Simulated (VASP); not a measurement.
**Sn: relaxation of shape and atoms at fixed volume with PBE+D3(BJ)**

Sn:

```
Sn
1.0
    -2.94423    2.94423    1.59869
     2.94423   -2.94423    1.59869
     2.94423    2.94423   -1.59869
Sn
2
Direct
  0.00000 0.00000 0.00000
  0.75000 0.25000 0.50000
```

The cell isn't the ideal one: a relaxed cell with its volume scaled by 1.02.

- Program: VASP 6.6.1
- Task: relaxation of shape and atoms at fixed volume
- Functional: PBE
- Dispersion: D3(BJ)
- Potentials or basis: VASP PAW PBE potentials, release 64 (Sn_d)
- Cutoff: 600 eV
- k mesh: 12 × 12 × 12
- Occupations: gaussian, width 0.03 eV
- Spin: no spin polarisation
- Further INCAR settings: ALGO = Fast; EDIFF = 1e-07; IBRION = 2; EDIFFG = -0.01; NSW = 40; ISIF = 4

The energy gained by relaxing is 0.0 meV/atom and the ionic steps are 2. The pressure after relaxing is -1.0 GPa. The band gap on the k mesh is none (metal or under the smearing width) and the dispersion energy per atom is -0.382 eV.

Final structure:
```
Sn
1.0
    -2.94297    2.94297    1.60006
     2.94297   -2.94297    1.60006
     2.94297    2.94297   -1.60006
Sn
2
Direct
  0.00000 0.00000 0.00000
  0.75000 0.25000 0.50000
```

Levels at points of the mesh, in eV from the Fermi level:
```tsv
k point	band 11	band 12	band 13	band 14	band 15	band 16	band 17	band 18
(0.00, 0.00, 0.00)	-10.97	-3.71	-1.92	-1.92	3.01	6.11	6.11	6.83
(0.50, 0.00, 0.00)	-6.86	-5.32	-2.32	-1.65	-1.09	2.28	2.81	4.59
(0.50, 0.50, 0.00)	-8.78	-8.78	0.59	0.59	1.53	1.53	5.97	5.97
(0.50, 0.50, 0.50)	-7.50	-7.50	-4.68	-4.68	5.01	5.01	9.17	9.17
```

It took 110 s on 1 thread of Intel(R) Xeon(R) 6975P-C (Granite Rapids), with other jobs on the host, peak memory 0.34 GiB.

Caveat: pairwise dispersion overbinds metals, which lowers pressure and volume.
